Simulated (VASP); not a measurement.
Method: TPSS meta-GGA, VASP's PBE PAW potentials (set 64) (plane waves; VASP 6.6.1).

VASP input:

File POSCAR:
```
Pt3Ti
1
    3.9263348626     0.0000000000     0.0000000000
    0.0000000000     3.9263348626     0.0000000000
   -0.0000000000     0.0000000000     3.9263348626
Ti Pt
1 3
Direct
  0.0000000000   0.0000000000   0.0000000000
  0.0000000000   0.5000000000   0.5000000000
  0.5000000000   0.0000000000   0.5000000000
  0.5000000000   0.5000000000   0.0000000000
```

### INCAR
```
SYSTEM = Pt3Ti
PREC = Accurate
ENCUT = 520
EDIFF = 1E-6
NELM = 100
ALGO = Normal
LREAL = .FALSE.
LASPH = .TRUE.
ISMEAR = 1
SIGMA = 0.1
METAGGA = TPSS
LMIXTAU = .TRUE.
LMAXMIX = 6
LWAVE = .FALSE.
LCHARG = .FALSE.
IBRION = 2
ISIF = 3
NSW = 60
EDIFFG = -0.02
```

KPOINTS:
```
K-points
0
G
  7 7 7
```

POTCAR, in this order: Ti_sv Pt (PBE.64 set). Program: vasp_std.

Output

OSZICAR:
```
       N       E                     dE             d eps       ncg     rms          rms(c)
DAV:   1     0.423669678180E+03    0.42367E+03   -0.25696E+04  1000   0.218E+03
DAV:   2     0.153035124124E+02   -0.40837E+03   -0.40054E+03  1100   0.544E+02
DAV:   3    -0.328772923001E+02   -0.48181E+02   -0.46162E+02  1645   0.166E+02
DAV:   4    -0.358576753822E+02   -0.29804E+01   -0.29032E+01  1391   0.468E+01
DAV:   5    -0.360638993889E+02   -0.20622E+00   -0.20515E+00  1599   0.101E+01    0.231E+01
DAV:   6    -0.379105486635E+02   -0.18466E+01   -0.47908E+01  1165   0.746E+01    0.126E+01
DAV:   7    -0.387027375784E+02   -0.79219E+00   -0.15630E+01  1450   0.318E+01    0.574E+00
DAV:   8    -0.370917513188E+02    0.16110E+01   -0.13432E+01  1411   0.204E+01    0.684E+00
DAV:   9    -0.379582335780E+02   -0.86648E+00   -0.90052E+00  1552   0.164E+01    0.349E+00
DAV:  10    -0.382724911413E+02   -0.31426E+00   -0.15294E+00  1379   0.832E+00    0.109E+00
DAV:  11    -0.382503464789E+02    0.22145E-01   -0.66998E-02  1406   0.221E+00    0.647E-01
DAV:  12    -0.382816629512E+02   -0.31316E-01   -0.75876E-02  1512   0.218E+00    0.181E-01
DAV:  13    -0.382844327999E+02   -0.27698E-02   -0.24598E-02  1460   0.100E+00    0.152E-01
DAV:  14    -0.382846543102E+02   -0.22151E-03   -0.32791E-03  1350   0.425E-01    0.613E-02
DAV:  15    -0.382848449889E+02   -0.19068E-03   -0.54605E-04  1356   0.175E-01    0.211E-02
DAV:  16    -0.382848488718E+02   -0.38830E-05   -0.12417E-04  1394   0.741E-02    0.116E-02
DAV:  17    -0.382848509585E+02   -0.20867E-05   -0.56016E-06  1217   0.168E-02    0.814E-03
DAV:  18    -0.382848500749E+02    0.88364E-06   -0.22025E-06   780   0.151E-02
   1 F= -.38284850E+02 E0= -.38284826E+02  d E =-.382849E+02
```

OUTCAR:
```
------------------------ aborting loop because EDIFF is reached ----------------------------------------
  FORCE on cell =-STRESS in cart. coord.  units (eV):
  Direction    XX          YY          ZZ          XY          YZ          ZX
  --------------------------------------------------------------------------------------
  Total       -0.0469807     -0.0469807     -0.0469807     -0.0000000      0.0000000     -0.0000000
  in kB       -1.2435647     -1.2435647     -1.2435647     -0.0000000      0.0000000     -0.0000000
  external PRESSURE =      -1.2435647 kB  Pullay stress =       0.0000000 kB
  volume of cell :       60.53
      direct lattice vectors                 reciprocal lattice vectors
     3.926334863  0.000000000  0.000000000     0.254690452  0.000000000  0.000000000
     0.000000000  3.926334863  0.000000000     0.000000000  0.254690452  0.000000000
     0.000000000  0.000000000  3.926334863     0.000000000  0.000000000  0.254690452
 POSITION                                       TOTAL-FORCE (eV/Angst)
 -----------------------------------------------------------------------------------
      0.00000      0.00000      0.00000         0.000000      0.000000      0.000000
      0.00000      1.96317      1.96317         0.000000      0.000000      0.000000
      1.96317      0.00000      1.96317         0.000000      0.000000      0.000000
      1.96317      1.96317      0.00000         0.000000      0.000000      0.000000
 -----------------------------------------------------------------------------------
    total drift:                                0.000000      0.000000     -0.000000
  FREE ENERGIE OF THE ION-ELECTRON SYSTEM (eV)
  ---------------------------------------------------
  free  energy   TOTEN  =       -38.2848500749 eV

  energy  without entropy=      -38.2847790372  energy(sigma->0) =      -38.28482640

 reached required accuracy - stopping structural energy minimisation
```
(Selected blocks of OUTCAR.)

The compound is Pt3Ti in the L1_2 structure. It was relaxed first. The start is the result of an earlier pass.
